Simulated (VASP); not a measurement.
An input for Ansatz (written as the equivalent of a VASP run, and not itself run):

Ansatz 0.2 input:
```yaml
crystal:
  lattice:
    - [0.0000000, 3.2817145, 3.2817145]
    - [3.2817145, 0.0000000, 3.2817145]
    - [3.2817145, 3.2817145, 0.0000000]
  atoms:
    - { symbol: Cd, position: [0.0000000, 0.0000000, 0.0000000] }
    - { symbol: Te, position: [0.2500000, 0.2500000, 0.2500000] }
kpoints:
  mp_grid: { grid: [6, 6, 6] }
hamiltonian:
  xc: r2scan
  pseudopotentials: { kind: paw }
scf:
  occupations: { method: gaussian, width: 0.05 }
  max_iter: 100
relax:
  max_steps: 60
  f_tol: 0.01
  cell: {}
output: { forces: true, stress: true, eigenvalues: true }
```

**Question.** Translate this input to VASP (INCAR, KPOINTS, POSCAR, choice of POTCAR).

**Answer.** Several could match; the one computed here: 
POSCAR:
```
CdTe
1
   -0.0000000000     3.2817145013     3.2817145013
    3.2817145013     0.0000000000     3.2817145013
    3.2817145013     3.2817145013     0.0000000000
Cd Te
1 1
Direct
  0.0000000000   0.0000000000   0.0000000000
  0.2500000000   0.2500000000   0.2500000000
```

INCAR:
```
SYSTEM = CdTe
PREC = Accurate
ENCUT = 520
EDIFF = 1E-6
NELM = 100
ALGO = Normal
LREAL = .FALSE.
LASPH = .TRUE.
ISMEAR = 0
SIGMA = 0.05
METAGGA = R2SCAN
LMIXTAU = .TRUE.
LMAXMIX = 4
LWAVE = .FALSE.
LCHARG = .FALSE.
IBRION = 2
ISIF = 3
NSW = 60
EDIFFG = -0.01
```

**KPOINTS**
```
Automatic mesh
0
Gamma
6 6 6
```

POTCAR, in this order: Cd Te (PBE.64 set). Program: vasp_std.

The two are equivalent in intent, not identical: each code has its own PAW files, so the cut-off isn't converted (ENCUT is set for VASP's; basis.ecutwfc is left out, and Ansatz then takes the one that its files recommend); Ansatz stops its SCF on the density residual and VASP on the energy change (EDIFF).

The compound is CdTe in the zinc blende structure. It was relaxed first. The start is the result of an earlier pass.
